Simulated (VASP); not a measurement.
# Ni2Te (P-3m1) in VASP: single point with PBE

Aim: the single point of Ni2Te with PBE.

All numbers are computed with VASP 6.6.1; they aren't measurements. Logs are shortened: lines on timing, memory, paths and dates and some standing lists are left out, and cuts for length are marked.

### Step 1. The crystal as given

Symmetry: P-3m1, No. 164, trigonal system. The conventional cell has a = 3.503 Å, b = 3.503 Å, c = 4.835 Å, α = 90.00°, β = 90.00°, γ = 120.00°. Te (site symmetry -3m) is surrounded by 6 Ni at 2.36 Å. Around Ni (site symmetry 3m) lie 3 Te at 2.36 Å.

The cell was built by a generator and needn't be a form met in nature.

### Step 2. Single point, PBE

File INCAR:

```
SYSTEM = Ni2Te
PREC = Accurate
ENCUT = 520
EDIFF = 1E-7
ISMEAR = -1
SIGMA = 0.0206
LREAL = .False.
LASPH = .True.
NELM = 100
ALGO = Fast
ISIF = 2
LWAVE = .False.
LCHARG = .False.
GGA = PE
NBANDS = 20
```

File KPOINTS:

```
regular mesh
0
Gamma
  11 11 7
  0 0 0
```

File POSCAR:

```
Ni2Te
1.0
    3.5032570000      0.0000000000      0.0000000000
   -1.7516280000      3.0339100000      0.0000000000
    0.0000000000      0.0000000000      4.8348520000
Te Ni
1 2
Direct
    0.0000000000      0.0000000000      0.0000000000
    0.3333300000      0.6666700000      0.2500000000
    0.6666700000      0.3333300000      0.7500000000
```

Potentials or basis: VASP PAW PBE potentials, release 64 (Te, Ni).

Run with:

```console
$ cat potpaw_PBE.64/Te/POTCAR potpaw_PBE.64/Ni/POTCAR > POTCAR
$ mpirun -np 1 vasp_std > vasp.out
```

OUTCAR:

```text
SYSTEM = Ni2Te
   PREC = Accurate
   ENCUT = 520
   EDIFF = 1E-7
   ISMEAR = -1
   LREAL = .False.
   LASPH = .True.
   NELM = 100
   ISIF = 2
   GGA = PE

 ion  position               nearest neighbor table
   1  0.000  0.000  0.000-   2 2.36   3 2.36   3 2.36   2 2.36   3 2.36   2 2.36
   2  0.333  0.667  0.250-   1 2.36   1 2.36   1 2.36
   3  0.667  0.333  0.750-   1 2.36   1 2.36   1 2.36

  LATTYP: Found a hexagonal cell.
 ALAT       =     3.5032570000
 C/A-ratio  =     1.3801020022

  Lattice vectors:

 A1 = (   3.5032570000,   0.0000000000,   0.0000000000)
 A2 = (  -1.7516280000,   3.0339100000,   0.0000000000)
 A3 = (   0.0000000000,   0.0000000000,   4.8348520000)

Analysis of symmetry for initial positions (statically):
=====================================================================
 Subroutine PRICEL returns:
 Original cell was already a primitive cell.

 Routine SETGRP: Setting up the symmetry group for a
 hexagonal supercell.

 Subroutine GETGRP returns: Found  4 space group operations
 (whereof  4 operations were pure point group operations)
 out of a pool of 24 trial point group operations.

The static configuration has the point symmetry C_2h.

Analysis of symmetry for dynamics (positions and initial velocities):
=====================================================================
 Subroutine PRICEL returns:
 Original cell was already a primitive cell.

 Routine SETGRP: Setting up the symmetry group for a
 hexagonal supercell.

 Subroutine GETGRP returns: Found  4 space group operations
 (whereof  4 operations were pure point group operations)
 out of a pool of 24 trial point group operations.

The dynamic configuration has the point symmetry C_2h.

 Subroutine INISYM returns: Found  4 space group operations
 (whereof  4 operations are pure point group operations),
 and found     1 'primitive' translations

----------------------------------------------------------------------------------------

                                     Primitive cell

  volume of cell :      51.3875

  direct lattice vectors                    reciprocal lattice vectors
     3.503257000  0.000000000  0.000000000     0.285448655  0.164803787  0.000000000
    -1.751628000  3.033910000  0.000000000     0.000000000  0.329607668  0.000000000
     0.000000000  0.000000000  4.834852000     0.000000000  0.000000000  0.206831564

  length of vectors
     3.503257000  3.503257133  4.834852000     0.329607680  0.329607668  0.206831564

  position of ions in fractional coordinates (direct lattice)
     0.000000000  0.000000000  0.000000000
     0.333330000  0.666670000  0.250000000
     0.666670000  0.333330000  0.750000000

  ion indices of the primitive-cell ions
   primitive index   ion index
                 1           1
                 2           2
                 3           3

----------------------------------------------------------------------------------------

 KPOINTS: regular mesh

Automatic generation of k-mesh.
 Grid dimensions read from file:
 generate k-points for:   11   11    7

 Generating k-lattice:

  Cartesian coordinates                     Fractional coordinates (reciprocal lattice)
     0.025949878  0.014982162  0.000000000     0.090909091  0.000000000  0.000000000
     0.000000000  0.029964333  0.000000000     0.000000000  0.090909091  0.000000000
     0.000000000  0.000000000  0.029547366     0.000000000  0.000000000  0.142857143

  Length of vectors
     0.029964335  0.029964333  0.029547366

  Shift w.r.t. Gamma in fractional coordinates (k-lattice)
     0.000000000  0.000000000  0.000000000

 Subroutine IBZKPT returns following result:
 ===========================================

 Found    234 irreducible k-points:

 Following reciprocal coordinates:
            Coordinates               Weight
  0.000000  0.000000  0.000000      1.000000
  0.090909  0.000000  0.000000      4.000000
 -0.090909  0.090909  0.000000      2.000000
  0.181818  0.000000  0.000000      4.000000
 -0.181818  0.181818  0.000000      2.000000
  0.272727  0.000000  0.000000      4.000000
[... 16 lines left out ...]
  0.454545  0.090909  0.000000      4.000000
  0.454545  0.454545  0.000000      2.000000
 [... further k-points ...]
   k-points           NKPTS =    234   k-points in BZ     NKDIM =    234   number of bands    NBANDS=     20
   number of dos      NEDOS =    301   number of ions     NIONS =      3
   total plane-waves  NPLWV =  28224
   dimension x,y,z NGX =    28 NGY =   28 NGZ =   36
   dimension x,y,z NGXF=    56 NGYF=   56 NGZF=   72
   ions per type =               1   2
   NGX,Y,Z   is equivalent  to a cutoff of  13.29, 13.29, 12.38 a.u.
   NGXF,Y,Z  is equivalent  to a cutoff of  26.57, 26.57, 24.76 a.u.
 SYSTEM =  Ni2Te
   PREC   = accura    normal or accurate (medium, high low for compatibility)
   ISTART =      0    job   : 0-new  1-cont  2-samecut
   ICHARG =      2    charge: 1-file 2-atom 10-const
   ISPIN  =      1    spin polarized calculation?
   LNONCOLLINEAR =      F non collinear calculations
   LSORBIT =      F    spin-orbit coupling
   LASPH  =      T    aspherical Exc in radial PAW
   ENCUT  =  520.0 eV  38.22 Ry    6.18 a.u.   6.51  6.51  8.99*2*pi/ulx,y,z
   NELM   =    100;   NELMIN=  2; NELMDL= -5     # of ELM steps
   EDIFF  = 0.1E-06   stopping-criterion for ELM
   LREAL  =      F    real-space projection
   EDIFFG = 0.1E-05   stopping-criterion for IOM
   NSW    =      0    number of steps for IOM
   IBRION =     -1    ionic relax: 0-MD 1-quasi-New 2-CG
   NFREE  =      0    steps in history (QN), initial steepest desc. (CG)
   ISIF   =      2    stress and relaxation
   ISYM   =      2    0-nonsym 1-usesym 2-fastsym
   POTIM  = 0.5000    time-step for ionic-motion
   TEBEG  =    0.0;   TEEND  =   0.0 temperature during run
   PSTRESS=    0.0 pullay stress
   NELECT =      26.0000    total number of electrons
   NUPDOWN=      -1.0000    fix difference up-down
   EMIN   =  10.00;   EMAX   =-10.00  energy-range for DOS
   EFERMI =   0.00;   METHOD = LEGACY
   ISMEAR =    -1;   SIGMA  =   0.02  broadening in eV -4-tet -1-fermi 0-gaus
   EFERMI_NEDOS =   21; number of points for ismear=-14 and -15
   IALGO  =     68    algorithm
   IMIX   =      4    mixing-type and parameters
     AMIX     =   0.40;   BMIX     =  1.00
     AMIX_MAG =   1.60;   BMIX_MAG =  1.00
  volume/ion in A,a.u.               =      17.13       115.59
  Fermi-wavevector in a.u.,A,eV,Ry     =   1.304508  2.465162 23.153584  1.701740
  Thomas-Fermi vector in A             =   2.435439
   LORBIT       =      0    0 simple, 1 ext, 2 COOP (PROOUT), +10 PAW based schemes
   GGA     = PE    functional components
   LHFCALC =     F    Hartree Fock is set to
   AEXX    =    0.0000 exact exchange contribution
   IVDW    =     0    specifies the selected vdW correction
   LEPSILON=     F    determine dielectric tensor
   LRPA    =     F    only Hartree local field effects (RPA)
 non-spin polarized calculation
 RMM-DIIS sequential band-by-band and
  energy-cutoff  :      520.00
  volume of cell :       51.39
 maximum number of plane-waves:      1404
 NGX is ok and might be reduce to    28
   NGX = 13   NGY = 13   NGZ = 17

 number of electron      25.9999985 magnetization

 Free energy of the ion-electron system (eV)
  ---------------------------------------------------
  ext. energy  EPLUGINS =         0.00000000
  ---------------------------------------------------
  free energy    TOTEN  =       -12.11317008 eV

  energy without entropy =      -12.10966946  energy(sigma->0) =      -12.11141977

 E-fermi :   8.5659     XC(G=0): -11.1189

 val. band max:        8.5574683019   @ k =   0.1818   0.1818   0.2857
 cond. band min:       8.5728385764   @ k =   0.1818   0.1818   0.1429
 fundamental gap:      0.0153702745
 Fermi energy:         8.5659301505

 k-point     1 :       0.0000    0.0000    0.0000
  band No.  band energies     occupation
      1      -6.0418      2.00000
      2       2.5619      2.00000
      3       4.7514      2.00000
      4       4.7514      2.00000
      5       6.4067      2.00000
      6       6.4445      2.00000
[... 12 lines left out ...]
     19      18.0448      0.00000
     20      19.8786      0.00000

 k-point     2 :       0.0909    0.0000    0.0000
  band No.  band energies     occupation
      1      -5.9308      2.00000
      2       2.6739      2.00000
      3       4.4430      2.00000
      4       4.7159      2.00000
      5       6.3559      2.00000
      6       6.4330      2.00000
[... 12 lines left out ...]
     19      18.1783      0.00000
     20      19.4370      0.00000

 k-point     3 :      -0.0909    0.0909    0.0000
  band No.  band energies     occupation
      1      -5.9308      2.00000
      2       2.6739      2.00000
      3       4.4430      2.00000
      4       4.7159      2.00000
      5       6.3559      2.00000
      6       6.4330      2.00000
[... 12 lines left out ...]
     19      18.1783      0.00000
     20      19.4372      0.00000

 k-point     4 :       0.1818    0.0000    0.0000
  band No.  band energies     occupation
      1      -5.6077      2.00000
      2       2.9917      2.00000
      3       3.6603      2.00000
      4       4.6120      2.00000
      5       6.1787      2.00000
      6       6.3359      2.00000
[... 12 lines left out ...]
     19      17.3386      0.00000
     20      18.5386      0.00000

 k-point     5 :      -0.1818    0.1818    0.0000
  band No.  band energies     occupation
      1      -5.6077      2.00000
      2       2.9917      2.00000
      3       3.6603      2.00000
      4       4.6121      2.00000
      5       6.1787      2.00000
      6       6.3358      2.00000
[... 12 lines left out ...]
     19      17.3387      0.00000
     20      18.5390      0.00000

 k-point     6 :       0.2727    0.0000    0.0000
  band No.  band energies     occupation
      1      -5.1088      2.00000
      2       2.6048      2.00000
      3       3.4521      2.00000
      4       4.4626      2.00000
      5       5.9324      2.00000
      6       6.2773      2.00000
[... 12 lines left out ...]
     19      17.5904      0.00000
     20      18.7985      0.00000

 k-point     7 :      -0.2727    0.2727    0.0000
  band No.  band energies     occupation
      1      -5.1088      2.00000
      2       2.6048      2.00000
      3       3.4521      2.00000
      4       4.4627      2.00000
      5       5.9324      2.00000
      6       6.2772      2.00000
[... 12 lines left out ...]
     19      17.5904      0.00000
     20      18.7991      0.00000
[... 277 lines left out ...]
 k-point    20 :       0.3636    0.0909    0.0000
  band No.  band energies     occupation
      1      -4.2114      2.00000
      2       1.1592      2.00000
      3       3.9744      2.00000
      4       4.1491      2.00000
      5       5.7108      2.00000
      6       6.2733      2.00000
[... 12 lines left out ...]
     19      16.1063      0.00000
     20      17.7510      0.00000

 k-point    21 :      -0.0909    0.4545    0.0000
  band No.  band energies     occupation
      1      -4.2114      2.00000
      2       1.1592      2.00000
      3       3.9744      2.00000
      4       4.1491      2.00000
      5       5.7108      2.00000
      6       6.2733      2.00000
[... 12 lines left out ...]
     19      16.1063      0.00000
     20      17.7510      0.00000

 k-point    22 :      -0.4545    0.3636    0.0000
  band No.  band energies     occupation
      1      -4.2114      2.00000
      2       1.1592      2.00000
      3       3.9744      2.00000
      4       4.1491      2.00000
      5       5.7108      2.00000
      6       6.2733      2.00000
[... 12 lines left out ...]
     19      16.1063      0.00000
     20      17.7510      0.00000

 k-point    23 :       0.4545    0.0909    0.0000
  band No.  band energies     occupation
      1      -3.9617      2.00000
      2       0.7748      2.00000
      3       3.9120      2.00000
      4       4.2918      2.00000
      5       5.6586      2.00000
      6       6.3181      2.00000
[... 12 lines left out ...]
     19      15.9678      0.00000
     20      17.6774      0.00000

 k-point    24 :       0.4545    0.4545    0.0000
  band No.  band energies     occupation
      1      -3.9617      2.00000
      2       0.7748      2.00000
      3       3.9120      2.00000
      4       4.2918      2.00000
      5       5.6586      2.00000
      6       6.3181      2.00000
[... 12 lines left out ...]
     19      15.9678      0.00000
     20      17.6773      0.00000

 [... further k-points ...]

------------------------ aborting loop because EDIFF is reached ----------------------------------------

  FORCE on cell =-STRESS in cart. coord.  units (eV):
  Direction    XX          YY          ZZ          XY          YZ          ZX
  --------------------------------------------------------------------------------------
  -------------------------------------------------------------------------------------
  Total        6.9026326      6.9022326      2.6476714     -0.0003470     -0.0001967      0.0003408
  in kB      215.2124866    215.2000162     82.5499463     -0.0108185     -0.0061340      0.0106244
  external PRESSURE =     170.9874831 kB  Pullay stress =       0.0000000 kB

 VOLUME and BASIS-vectors are now :
 -----------------------------------------------------------------------------
  energy-cutoff  :      520.00
  volume of cell :       51.39
      direct lattice vectors                 reciprocal lattice vectors
     3.503257000  0.000000000  0.000000000     0.285448655  0.164803787  0.000000000
    -1.751628000  3.033910000  0.000000000     0.000000000  0.329607668  0.000000000
     0.000000000  0.000000000  4.834852000     0.000000000  0.000000000  0.206831564

 POSITION                                       TOTAL-FORCE (eV/Angst)
 -----------------------------------------------------------------------------------
      0.00000      0.00000      0.00000         0.000000      0.000000      0.000000
     -0.00002      2.02262      1.20871         0.000137     -0.000079      2.539104
      1.75165      1.01129      3.62614        -0.000137      0.000079     -2.539104
 -----------------------------------------------------------------------------------
    total drift:                                0.000000      0.000000      0.000000

  FREE ENERGIE OF THE ION-ELECTRON SYSTEM (eV)
  ---------------------------------------------------
  free  energy   TOTEN  =       -12.1131700809 eV

  energy  without entropy=      -12.1096694590  energy(sigma->0) =      -12.11141977
```

Wall time 2.5 min (1 thread of Intel Xeon Platinum 8488C (Sapphire Rapids), shared host); peak memory 0.34 GiB.

What came out:

```yaml
Free_energy: -12.1132 eV
Pressure: 17.1 GPa
Largest_force: 2.539 eV/Å
Band_gap_on_the_k_mesh: none (metal or under the smearing width)
```

Forces in eV/Å, atoms in the order of the input:
```
Te   0.000  0.000  0.000
Ni   0.000  0.000  2.539
Ni   0.000  0.000 -2.539
```

Stress tensor (GPa, compression positive):
```
21.52  0.00  0.00
 0.00 21.52  0.00
 0.00  0.00  8.25
```

Levels at points of the mesh, in eV from the Fermi level:
```
           k point  band 9  band 10  band 11  band 12  band 13  band 14  band 15  band 16  band 17  band 18
(0.00, 0.00, 0.00)   -2.03    -1.70    -1.50    -1.50    -0.57     2.93     2.93     6.05     6.64     6.64
```

Caveat: so large a pressure means that the cell lies far from this level's equilibrium, or that cutoff or potentials fall short; forces of over 1 eV/Å show positions far from the minimum, so gaps and moduli don't describe the material at rest. Spin polarisation is off, so any magnetic state and its effect on volume and gap are missing.
